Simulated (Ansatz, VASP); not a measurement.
# Mo2CSO (Mo2COS MXene monolayer): VASP beside Ansatz

Wanted: the spread between two codes on one cell, functional and k mesh. The cell is taken from a series of runs on this material, whose earlier steps may have relaxed, scaled, displaced or heated it; both programs get it as it stands.

Calculated with Ansatz 0.2.0; plane waves, with VASP 6.6.1 beside it; single point at PBE with D3(BJ).

## (1) Starting point

The cell holds 5 atoms: 1 S, 2 Mo, 1 C and 1 O. Cell: a = 3.139 Å, b = 3.139 Å, c = 22.957 Å, α = 90.0°, β = 90.0°, γ = 120.0°. Vacuum lies along c.

As a file:

```cif
data_structure
_symmetry_space_group_name_H-M 'P 1'
_symmetry_Int_Tables_number 1
_cell_length_a 3.1386
_cell_length_b 3.1386
_cell_length_c 22.9572
_cell_angle_alpha 90.000
_cell_angle_beta 90.000
_cell_angle_gamma 120.000
_cell_volume 195.85
loop_
_atom_site_label
_atom_site_type_symbol
_atom_site_fract_x
_atom_site_fract_y
_atom_site_fract_z
_atom_site_occupancy
S1 S 0.33333 0.66667 0.39203 1
Mo2 Mo 0.66667 0.33333 0.46438 1
Mo3 Mo 0.33333 0.66667 0.56030 1
C4 C 0.00000 0.00000 0.51265 1
O5 O 0.66667 0.33333 0.60797 1
```

## (2) VASP: single point, PBE with D3(BJ)

With cell and atoms fixed, the geometry can't cause a difference; cores, projectors, grids and the points listed under the comparison can.

Lines of VASP's logs that name or quote its potential files are left out, and so is its time.

Input file INCAR:

```
SYSTEM = Mo2CSO
PREC = Accurate
ENCUT = 520
EDIFF = 1E-06
NELM = 120
ISMEAR = -1
SIGMA = 0.02585
LREAL = .FALSE.
ALGO = Normal
GGA = PE
IVDW = 12
NBANDS = 28
LASPH = .TRUE.
LORBIT = 11
LWAVE = .FALSE.
LCHARG = .FALSE.
ISIF = 2
LDIPOL = .TRUE.
IDIPOL = 3
DIPOL = 0.5 0.5 0.508
LVHAR = .TRUE.
GGA_COMPAT = .FALSE.
NELMDL = -8
KPAR = 2
```

Input file POSCAR:

```
Mo2CSO
1.0
    3.1386203047      0.0000000000      0.0000000000
   -1.5693101524      2.7181249167      0.0000000000
    0.0000000000      0.0000000000     22.9571971019
S Mo C O
1 2 1 1
Direct
    0.3333333333      0.6666666667      0.3920339212
    0.6666666666      0.3333333334      0.4643841654
    0.3333333333      0.6666666667      0.5602961498
    1.0000000000      0.0000000000      0.5126467707
    0.6666666666      0.3333333334      0.6079660788
```

Input file KPOINTS:

```
Automatic mesh
0
Gamma
18 18 1
0 0 0
```

PAW data sets: S, Mo_sv, C and O (PBE family, release 64).

Launch:

```
$ mpirun -np 2 vasp_std
```

Numbers of over 12 decimals in the logs are rounded to 6 here.

Log:

```text
[banner, memory and clock lines left out]
running    2 mpi-ranks, on    1 nodes
 distrk:  each k-point on    1 cores,    2 groups
 distr:  one band on    1 cores,    1 groups

 POSCAR found type information on POSCAR S MoC O
 POSCAR found :  4 types and       5 ions
 LDA part: xc-table for (Slater+PW92), standard interpolation
 POSCAR, INCAR and KPOINTS ok, starting setup
 FFT: planning ... GRIDC
 FFT: planning ... GRID_SOFT
 FFT: planning ... GRID
 WAVECAR not read
 entering main loop
       N       E                     dE             d eps       ncg     rms          rms(c)
DAV:   1     0.399771077981E+03    0.39977E+03   -0.25104E+04  2592   0.135E+03
DAV:   2    -0.230530787642E+02   -0.42282E+03   -0.41581E+03  2612   0.360E+02
DAV:   3    -0.501466024765E+02   -0.27094E+02   -0.26327E+02  2396   0.858E+01
DAV:   4    -0.511128801286E+02   -0.96628E+00   -0.95213E+00  2812   0.151E+01
DAV:   5    -0.511329063597E+02   -0.20026E-01   -0.19978E-01  2612   0.198E+00
DAV:   6    -0.511335238725E+02   -0.61751E-03   -0.61731E-03  2752   0.339E-01
DAV:   7    -0.511335503754E+02   -0.26503E-04   -0.26500E-04  2612   0.596E-02
DAV:   8    -0.511335517340E+02   -0.13586E-05   -0.13586E-05  2352   0.131E-02    0.444E+01
DAV:   9    -0.444229621004E+02    0.67106E+01   -0.53625E+01  2148   0.442E+01    0.124E+01
DAV:  10    -0.459741515908E+02   -0.15512E+01   -0.33918E+01  2384   0.304E+01    0.125E+01
DAV:  11    -0.449938843263E+02    0.98027E+00   -0.23961E+01  2556   0.263E+01    0.991E+00
DAV:  12    -0.433428268048E+02    0.16511E+01   -0.10447E+01  2812   0.166E+01    0.275E+00
DAV:  13    -0.432916885790E+02    0.51138E-01   -0.66072E-01  2312   0.530E+00    0.152E+00
DAV:  14    -0.432704615888E+02    0.21227E-01   -0.13073E-01  2468   0.232E+00    0.996E-01
[...]
DAV:  23    -0.432648345746E+02   -0.64354E-04   -0.19159E-05  2184   0.230E-02    0.198E-02
DAV:  24    -0.432648726522E+02   -0.38078E-04   -0.87524E-06  2108   0.205E-02    0.128E-02
DAV:  25    -0.432648924178E+02   -0.19766E-04   -0.23681E-06  1596   0.869E-03    0.956E-03
DAV:  26    -0.432649251382E+02   -0.32720E-04   -0.45963E-06  2032   0.999E-03    0.426E-03
DAV:  27    -0.432649303169E+02   -0.51786E-05   -0.32040E-07  1388   0.358E-03    0.258E-03
DAV:  28    -0.432649348201E+02   -0.45033E-05   -0.22558E-07  1304   0.273E-03    0.590E-04
DAV:  29    -0.432649359283E+02   -0.11082E-05   -0.70991E-08  1228   0.137E-03    0.536E-04
DAV:  30    -0.432649362998E+02   -0.37152E-06   -0.44048E-08  1180   0.947E-04
   1 F= -.44791961E+02 E0= -.44788592E+02  d E =-.673852E-02
```

From OUTCAR (step 2):

```text
ion  position               nearest neighbor table
   1  0.333  0.667  0.392-   2 2.46   2 2.46   2 2.46
   2  0.667  0.333  0.464-   4 2.12   4 2.12   4 2.12   1 2.46   1 2.46   1 2.46   3 2.85   3 2.85
                             3 2.85
   3  0.333  0.667  0.560-   4 2.12   4 2.12   4 2.12   5 2.12   5 2.12   5 2.12   2 2.85   2 2.85
                             2 2.85
   4  0.000  0.000  0.513-   3 2.12   3 2.12   3 2.12   2 2.12   2 2.12   2 2.12
   5  0.667  0.333  0.608-   3 2.12   3 2.12   3 2.12

  LATTYP: Found a hexagonal cell.
 ALAT       =     3.1386203047
 C/A-ratio  =     7.3144231774

 Subroutine GETGRP returns: Found  6 space group operations
 (whereof  6 operations were pure point group operations)

The static configuration has the point symmetry C_3v.

 Found     37 irreducible k-points:

   k-points           NKPTS =     37   k-points in BZ     NKDIM =     37   number of bands    NBANDS=     28

   dimension x,y,z NGX =    24 NGY =   24 NGZ =  180
   dimension x,y,z NGXF=    48 NGYF=   48 NGZF=  360

   ENCUT  =  520.0 eV  38.22 Ry    6.18 a.u.   5.84  5.84 42.69*2*pi/ulx,y,z

   NELECT =      44.0000    total number of electrons

 k-points in reciprocal lattice and weights: Automatic mesh
   0.00000000  0.00000000  0.00000000       0.003
   0.05555556 -0.00000000  0.00000000       0.019
   0.11111111 -0.00000000  0.00000000       0.019
   0.16666667  0.00000000  0.00000000       0.019
   0.22222222  0.00000000  0.00000000       0.019
   0.27777778  0.00000000  0.00000000       0.019
   0.33333333  0.00000000  0.00000000       0.019
   0.38888889 -0.00000000  0.00000000       0.019
   0.44444444  0.00000000  0.00000000       0.019
[...]
0.33333333  0.27777778  0.00000000       0.037
   0.33333333  0.33333333  0.00000000       0.006

 dipolmoment           0.000000      0.000000      0.047623 electrons x Angstroem

 average (electrostatic) potential at core
       1 -92.7164       2 -83.5346       3 -84.0202       4 -56.4146       5 -76.7409

 E-fermi :  -0.8240

 k-point     1 :       0.0000    0.0000    0.0000
  band No.  band energies     occupation
    ...
     19      -3.1737      2.00000
     20      -3.1737      2.00000
     21      -1.6907      2.00000
     22      -1.6262      2.00000
     23      -1.6262      2.00000
     24      -0.4893      0.00000
     25      -0.4893      0.00000
     26       0.8090      0.00000
     27       1.2781      0.00000
     28       1.2781      0.00000

 k-point     2 :       0.0556   -0.0000    0.0000
  band No.  band energies     occupation
    ...
     19      -3.2452      2.00000
     20      -3.2450      2.00000
     21      -2.0437      2.00000
     22      -1.5577      2.00000
     23      -1.3256      2.00000
     24      -0.4455      0.00000
     25      -0.4356      0.00000
     26       0.9103      0.00000
     27       1.1806      0.00000
     28       1.2808      0.00000

 k-point     3 :       0.1111   -0.0000    0.0000
  band No.  band energies     occupation
    ...
     19      -3.3598      2.00000
     20      -3.1681      2.00000
     21      -2.4177      2.00000
     22      -1.4651      2.00000
     23      -1.0813      1.99990
     24      -0.3421      0.00000
     25      -0.2329      0.00000
     26       0.9138      0.00000
     27       1.2685      0.00000
     28       1.2765      0.00000

 Edisp (eV)   -1.52703

  Total       0.16655     0.16655    -0.03962    -0.00000     0.00000     0.00000
  in kB       1.36247     1.36247    -0.32408    -0.00000     0.00000     0.00000
  external pressure =        0.80 kB  Pullay stress =        0.00 kB

  energy-cutoff  :      520.00
  volume of cell :      195.85
      direct lattice vectors                 reciprocal lattice vectors
     3.138620305  0.000000000  0.000000000     0.318611333  0.183950339  0.000000000
    -1.569310152  2.718124917  0.000000000     0.000000000  0.367900678  0.000000000
     0.000000000  0.000000000 22.957197102     0.000000000  0.000000000  0.043559325

 POSITION                                       TOTAL-FORCE (eV/Angst)
 -----------------------------------------------------------------------------------
     -0.00000      1.81208      9.00000        -0.000000     -0.000000      0.017839
      1.56931      0.90604     10.66096         0.000000      0.000000     -0.039650
     -0.00000      1.81208     12.86283        -0.000000      0.000000      0.014733
      0.00000      0.00000     11.76893        -0.000000     -0.000000      0.006640
      1.56931      0.90604     13.95720        -0.000000      0.000000      0.000437
 -----------------------------------------------------------------------------------
    total drift:                                0.000001     -0.000001      0.000297

  FREE ENERGIE OF THE ION-ELECTRON SYSTEM (eV)
  ---------------------------------------------------
  free  energy   TOTEN  =       -44.7919614640 eV

  energy  without entropy=      -44.7852229462  energy(sigma->0) =      -44.78859221

 vacuum level on the upper side and lower side of the slab         5.406         4.396

 total charge
# of ion       s       p       d       tot
------------------------------------------
    1        1.368   2.335   0.000   3.703
    2        2.304   6.255   3.986  12.545
    3        2.293   6.252   3.824  12.369
    4        0.891   1.587   0.000   2.478
    5        1.573   3.387   0.000   4.960
--------------------------------------------------
tot          8.428  19.816   7.811  36.055

[... 3 further parts left out ...]
```

## (3) Ansatz: single point, PBE with D3(BJ)

Ansatz runs on its PAW soft_1 files.

The same cell, functional, mesh and smearing now go to Ansatz, which takes its cutoff from its data sets.

Input file input.yaml:

```yaml
crystal:
  lattice:
    - [3.1386203047, 0.0, 0.0]
    - [-1.5693101524, 2.7181249167, 0.0]
    - [0.0, 0.0, 22.9571971019]
  atoms:
    - { symbol: S, position: [0.3333333333, 0.6666666667, 0.3920339212] }
    - { symbol: Mo, position: [0.6666666667, 0.3333333333, 0.4643841654] }
    - { symbol: C, position: [0.0, 0.0, 0.5126467707] }
    - { symbol: Mo, position: [0.3333333333, 0.6666666667, 0.5602961498] }
    - { symbol: O, position: [0.6666666667, 0.3333333333, 0.6079660788] }
kpoints:
  mp_grid: { grid: [18, 18, 1] }
  band_path:
    path: [[0, 0, 0], [0.5, 0, 0], [0.33333333, 0.33333333, 0], [0, 0, 0]]
    npoints: 16
hamiltonian:
  xc: pbe
  dispersion: d3bj
  pseudopotentials: { kind: paw, azcp: { folder: soft_1 } }
scf:
  occupations: { method: fermi_dirac, width: 0.02585 }
  convergence: { dr2_threshold: 1.0e-10 }
efield:
  axis: 3
  dipole_correction: true
  ramp_position: 0.97
  ramp_width: 0.06
  amplitude: 0
output:
  dos: { projected: true, e_range: [-6, 5] }
  write_potential: true
  write_density: true
  volumetric_format: npy
  elf: true
```

Launch:

```
$ ansatz run input.yaml --threads 2 --pin off --max-ram 3072MiB --backend cpu --events-out ev --progress --plain --runs-dir out
```

Log:

```text
Engine: ansatz 0.2.0, aarch64-unknown-linux-gnu
Pseudopotentials: kind: paw
Pseudopotential: S, paw, valence charge 6, recommended cutoff 420 eV (normal), soft_1/S.paw.azcp
Pseudopotential: Mo, paw, valence charge 14, recommended cutoff 420 eV (normal), soft_1/Mo.paw.azcp
Pseudopotential: C, paw, valence charge 4, recommended cutoff 420 eV (normal), soft_1/C.paw.azcp
Pseudopotential: O, paw, valence charge 6, recommended cutoff 420 eV (normal), soft_1/O.paw.azcp
Functional definition: PBE
  parameter kappa = 0.804
  parameter beta = 0.066725
  exchange = pbe_x(kappa = kappa, mu = beta*pi^2/3)
  correlation = pbe_c(beta = beta)
Crystal: 5 atoms, lattice volume = 195.852 Å³
Basis set: ecut = 420 eV, 3797 PW (Γ)
Bands: 27, of which v1, the nominal top of the filled ones, is band 22 counted from 1 (21 counted from 0)
Symmetry: 6 space group operations
Space group: P3m1 (ITA 156), of the structure as read, at distance tolerance 5.8e-5 Å
k-points: 37 of 324 (time reversal used)
Non-local potential: S, projectors of the file, l = 0: 2, l = 1: 2, l = 2: 1
Non-local potential: Mo, projectors of the file, l = 0: 3, l = 1: 2, l = 2: 2, l = 3: 1
Non-local potential: C, projectors of the file, l = 0: 2, l = 1: 2, l = 2: 1
Non-local potential: O, projectors of the file, l = 0: 2, l = 1: 2, l = 2: 1
PAW form: soft (Blöchl's): semilocal exchange-correlation on the pseudo side does not see the compensation charge
PAW one-centre angular grid: S, 110 points (default); XC on 64 Gauss nodes
PAW one-centre angular grid: Mo, 590 points (default); XC on 64 Gauss nodes
PAW one-centre angular grid: C, 110 points (default); XC on 64 Gauss nodes
PAW one-centre angular grid: O, 110 points (default); XC on 64 Gauss nodes
Initial density: superposition of atomic densities (neutral atoms: chi_scale 0, normalization atom)
Initial wavefunctions: pseudopotential atomic-orbital guess
Functional: x = pbe(κ = 0.804, μ = 0.219515), c = pbe(β = 0.066725)
SCF iter   1: F=—  HF=-11642.370207 eV  |F-HF|=—  |Δ(HF+E_count)|=         —  Δρ=1.09e-1  dr2=3.09e1  ethr=3.10e-3  p=-0.000 e·Å  D=-5.31e-7 V/Å  ΔV_dip=0.00 eV  dr2_dipole=7.24e-4  V_vac-E_F(+/−)=5.74/5.74 eV  ⟨swp⟩=11.2  Hψ=6545  notcnv=0
efield: sawtooth ramp at fractional position 0.9700 (set: `efield.ramp_position`, or a place that a band, a saddle search or an elastic batch's reference lends), width 0.0600; the density the first Hamiltonian is built on has a dipole p = -0.000 e·Å; the dipole correction subtracts the counter field D = -5.31e-7 V/Å, which shifts the + side's vacuum level by +0.00 eV against the − side's; the planar-averaged density in the ramp window peaks in size at 1.5e-6 e/Å³
preconditioner: auto → LDOS  [insulator: Δε(μ)=0.102 eV  Ē_g=9.659 eV  σ=0.026 eV  W_gap=0.69  n_scr=14 (ndim 8)  ℏωp=14.0 eV  f_vac=0.645  D(μ)=1.52/eV (n_scr^D=8)  ε∞_Penn≈3.1  β→1.0]
SCF iter   2: F=—  HF=-11641.320869 eV  |F-HF|=—  |Δ(HF+E_count)|=    1.05e0  Δρ=1.52e-1  dr2=5.70e1  ethr=3.10e-3  p=-0.050 e·Å  D=-4.62e-2 V/Å  ΔV_dip=1.06 eV  dr2_dipole=3.66e-1  V_vac-E_F(+/−)=6.36/5.30 eV  ⟨swp⟩=5.7  Hψ=3565  notcnv=0  defer=17
SCF iter   3: F=—  HF=-11635.146201 eV  |F-HF|=—  |Δ(HF+E_count)|=    6.17e0  Δρ=2.32e-2  dr2=3.08e0  ethr=3.10e-3  p=-0.004 e·Å  D=-3.83e-3 V/Å  ΔV_dip=0.09 eV  dr2_dipole=9.88e-4  V_vac-E_F(+/−)=4.48/4.39 eV  ⟨swp⟩=4.6  Hψ=3255  notcnv=0  defer=1
SCF iter   4: F=—  HF=-11634.826302 eV  |F-HF|=—  |Δ(HF+E_count)|=   3.20e-1  Δρ=1.68e-2  dr2=9.58e-1  ethr=3.10e-3  p=-0.010 e·Å  D=-9.13e-3 V/Å  ΔV_dip=0.21 eV  dr2_dipole=1.28e-2  V_vac-E_F(+/−)=5.24/5.04 eV  ⟨swp⟩=2.6  Hψ=1794  notcnv=0  defer=2
SCF iter   5: F=—  HF=-11634.663669 eV  |F-HF|=—  |Δ(HF+E_count)|=   1.63e-1  Δρ=2.21e-3  dr2=9.98e-3  ethr=2.18e-3  p=-0.044 e·Å  D=-4.09e-2 V/Å  ΔV_dip=0.94 eV  dr2_dipole=8.85e-4  V_vac-E_F(+/−)=6.15/5.21 eV  ⟨swp⟩=2.1  Hψ=1570  notcnv=0
SCF iter   6: F=—  HF=-11634.666809 eV  |F-HF|=—  |Δ(HF+E_count)|=   3.14e-3  Δρ=1.24e-3  dr2=4.87e-3  ethr=2.27e-5  p=-0.048 e·Å  D=-4.41e-2 V/Å  ΔV_dip=1.01 eV  dr2_dipole=2.61e-4  V_vac-E_F(+/−)=6.25/5.24 eV  ⟨swp⟩=3.5  Hψ=2566  notcnv=0  defer=2
SCF iter   7: F=—  HF=-11634.666471 eV  |F-HF|=—  |Δ(HF+E_count)|=   3.38e-4  Δρ=3.87e-4  dr2=7.88e-4  ethr=1.11e-5  p=-0.045 e·Å  D=-4.20e-2 V/Å  ΔV_dip=0.96 eV  dr2_dipole=7.51e-5  V_vac-E_F(+/−)=6.21/5.25 eV  ⟨swp⟩=2.3  Hψ=1642  notcnv=0
SCF iter   8: F=—  HF=-11634.666421 eV  |F-HF|=—  |Δ(HF+E_count)|=   5.04e-5  Δρ=1.01e-4  dr2=7.39e-5  ethr=1.79e-6  p=-0.045 e·Å  D=-4.20e-2 V/Å  ΔV_dip=0.96 eV  dr2_dipole=1.51e-5  V_vac-E_F(+/−)=6.21/5.24 eV  ⟨swp⟩=2.2  Hψ=1448  notcnv=0
SCF iter   9: F=—  HF=-11634.666422 eV  |F-HF|=—  |Δ(HF+E_count)|=   1.54e-6  Δρ=3.96e-5  dr2=8.90e-6  ethr=1.68e-7  p=-0.045 e·Å  D=-4.19e-2 V/Å  ΔV_dip=0.96 eV  dr2_dipole=1.91e-7  V_vac-E_F(+/−)=6.21/5.24 eV  ⟨swp⟩=1.9  Hψ=1290  notcnv=0
SCF iter  10: F=—  HF=-11634.666423 eV  |F-HF|=—  |Δ(HF+E_count)|=   1.05e-6  Δρ=9.85e-6  dr2=1.69e-7  ethr=2.02e-8  p=-0.045 e·Å  D=-4.19e-2 V/Å  ΔV_dip=0.96 eV  dr2_dipole=3.01e-9  V_vac-E_F(+/−)=6.21/5.24 eV  ⟨swp⟩=2.4  Hψ=1675  notcnv=0
SCF iter  11: F=—  HF=-11634.666319 eV  |F-HF|=—  |Δ(HF+E_count)|=   1.04e-4  Δρ=5.16e-6  dr2=5.28e-8  ethr=3.83e-10  p=-0.045 e·Å  D=-4.20e-2 V/Å  ΔV_dip=0.96 eV  dr2_dipole=3.69e-9  V_vac-E_F(+/−)=6.21/5.24 eV  ⟨swp⟩=2.9  Hψ=2116  notcnv=0
SCF iter  12: F=—  HF=-11634.666319 eV  |F-HF|=—  |Δ(HF+E_count)|=   5.48e-9  Δρ=1.18e-6  dr2=4.74e-9  ethr=1.20e-10  p=-0.045 e·Å  D=-4.20e-2 V/Å  ΔV_dip=0.96 eV  dr2_dipole=5.11e-10  V_vac-E_F(+/−)=6.21/5.24 eV  ⟨swp⟩=2.5  Hψ=1865  notcnv=0
SCF iter  13: F=—  HF=-11634.666319 eV  |F-HF|=—  |Δ(HF+E_count)|=   1.29e-9  Δρ=2.44e-7  dr2=1.45e-10  ethr=1.08e-11  p=-0.045 e·Å  D=-4.20e-2 V/Å  ΔV_dip=0.96 eV  dr2_dipole=7.17e-12  V_vac-E_F(+/−)=6.21/5.24 eV  ⟨swp⟩=2.4  Hψ=1663  notcnv=0
SCF iter  14: F=-11634.666319 eV  HF=-11634.666319 eV  |F-HF|=1.09e-11  |Δ(HF+E_count)|=  1.38e-10  Δρ=4.37e-8  dr2=3.47e-12  ethr=1.00e-12  p=-0.045 e·Å  D=-4.20e-2 V/Å  ΔV_dip=0.96 eV  dr2_dipole=2.72e-13  V_vac-E_F(+/−)=6.21/5.24 eV  ⟨swp⟩=4.8  Hψ=3424  notcnv=0
SCF 1 converged in 14 iterations: F = -11634.666319 eV  dr2 = 3.47e-12
  greatest PAW one-centre occupation: 0.999 electrons in one spin orbital (limit 2), on the Mo atom at site 3 (counted from 0), in its partial waves of l = 0
NSCF: frozen V_eff on 49 k-points
efield: sawtooth ramp at fractional position 0.9700 (kept from the solve that this one continues, or follows in the run), width 0.0600; the density the first Hamiltonian is built on has a dipole p = -0.045 e·Å; the dipole correction subtracts the counter field D = -4.20e-2 V/Å, which shifts the + side's vacuum level by +0.96 eV against the − side's; the planar-averaged density in the ramp window peaks in size at 1.6e-6 e/Å³
WARN: The output density's exchange-correlation potential varies sharply where the density is thin. Do not read a vacuum level from v_tot or v_xc, or from such a field of the output density. On a cell that repeats whose density bears no net charge and no dipole along the vacuum's axis use v_es (v_loc + v_h of the components); under efield.dipole_correction with no amplitude use v_es + v_field, which holds any externa [...]
SCF converged after 14 iterations
Free energy (F): -11634.666319 eV
Harris-Foulkes:  -11634.666319 eV  (|F-HF|=1.09e-11)
Internal energy: -11634.659530 eV  (E = F + TS)
E sigma→0 (E₀):  -11634.662925 eV
Entropy (-TS):   -0.006789 eV (-1.358 meV/atom)
Fermi energy:    0.886005 eV
Dipole field:    D = -0.041958 V/Å  (p = -0.045413 e·Å, saw-weighted, corrected)
Work function:   Φ+ = 6.2057 eV   Φ− = 5.2425 eV
Levels:          The Fermi level and band energies are counted from a zero that moves with the ramp; work functions are not
--- Per-component energies (eV) ---
  E_band       = -825.611779
  E_kinetic    = 1205.271886
  E_local      = -46885.256723  (includes V_loc(G=0)·N_el)
  E_nonlocal   = 404.805919
  E_hartree    = 22749.337518
  E_xc         = -560.631585
  E_vxc        = -672.386593  (∫ρ·V_xc dr)
  E_paw        = -7292.849915  (= ΣΔE_a)
  E_vpaw       = -377.105717  (= ΣTr[D̂ρ^β])
  E_aug_tail   = 0.000878  (compensation charges beyond the density's cutoff)
  E_efield     = 0.000953  (sawtooth field / dipole correction)
  E_vefield    = 0.383458  (∫n·V_field dr)
  E_ewald      = 18746.188705
  E_disp       = -1.527166  (pairwise vdW)
  E_smearing   = -0.006789  (= −TS)
  E_closure    = 0.000000  (closes the sum)
  Σ components = -11634.666319   (vs F -11634.666319, Δ=0.00e0)
--- Band table (eV; the first three rows and the last of 37) ---
  k-point 0: bands = [... 18 lower, -1.4587, -1.4587, 0.0215, 0.0855, 0.0855, 1.2178, 1.2178, 2.5182, ... 1 higher]
  k-point 1: bands = [... 18 lower, -1.5308, -1.5299, -0.3313, 0.1542, 0.3867, 1.2616, 1.2716, 2.6192, ... 1 higher]
  k-point 2: bands = [... 18 lower, -1.6467, -1.4525, -0.7043, 0.2471, 0.6315, 1.3649, 1.4745, 2.6239, ... 1 higher]
  k-point 36: bands = [... 18 lower, -3.1280, -3.1058, 0.2267, 0.3131, 0.7698, 1.9706, 2.5343, 2.7497, ... 1 higher]
```

Reading the cycles: dr2 is the Hartree energy of the density residual (eV), the measure of convergence; HF is the Harris–Foulkes estimate of the energy, which meets the free energy F at convergence.

## (4) Side by side

Known differences besides the potentials themselves: the cutoff is 420 eV in Ansatz and 520 eV in VASP. Total energies have different zeros and are not compared.

Both answers:

| quantity | Ansatz | VASP | difference |
| --- | --- | --- | --- |
| work function, lower of the two faces (eV) | 5.24 | 5.22 | +0.02 |
| work function, higher of the two faces (eV) | 6.21 | 6.23 | -0.02 |

With vacuum in the cell, a pressure given here is an average over mostly empty space and none of the material.

## (5) Summary of results

```json
{
 "difference in work function, higher of the two faces (single point, PBE with D3(BJ))": "-0.024 eV"
}
```

What this shows: The difference in work function, higher of the two faces is -0.024 eV (single point, PBE with D3(BJ)). How closely two codes agree says nothing of how well the functional describes the real material.

[Lines on the potential files, build, host, timing and source positions are cut from VASP's logs without a mark.]

[Logs are printed without paths, hosts, clocks, repeated set-up lines and the standing remarks that a program may print on its own settings, such as how far it seeks lower states.]

[Hosts, paths, dates, database ids (printed as entryN), source tags and the programs' standing remarks are cut or masked in the printed files.]
